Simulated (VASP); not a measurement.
Input:

```yaml
crystal:
  lattice:
    - [1.81833, -3.14944, 0.00000]
    - [1.81833, 3.14944, 0.00000]
    - [0.00000, 0.00000, 5.81661]
  atoms:
    - { symbol: Zr, position: [0.00000, 0.00000, 0.00000] }
    - { symbol: S, position: [0.33333, 0.66667, 0.25114] }
    - { symbol: S, position: [0.66667, 0.33333, 0.74886] }
```

Method: vdW-DF-cx, VASP's PBE PAW potentials (set 64) (plane waves; VASP 6.6.1). Run with 520 eV cut-off, Gaussian smearing of 0.050 eV, potentials Zr_sv S.

**Question.** Predict the band gap (along the path) with the smallest direct gap where there is one.

**Answer.** 
```json
{
  "band gap (along the path)": "0.73 eV",
  "smallest direct gap (along the path)": "1.48 eV"
}
```

The absolute energy has meaning only against runs of the same code, potentials and settings.

The compound is ZrS2 in the 1T layered structure. It was relaxed first.
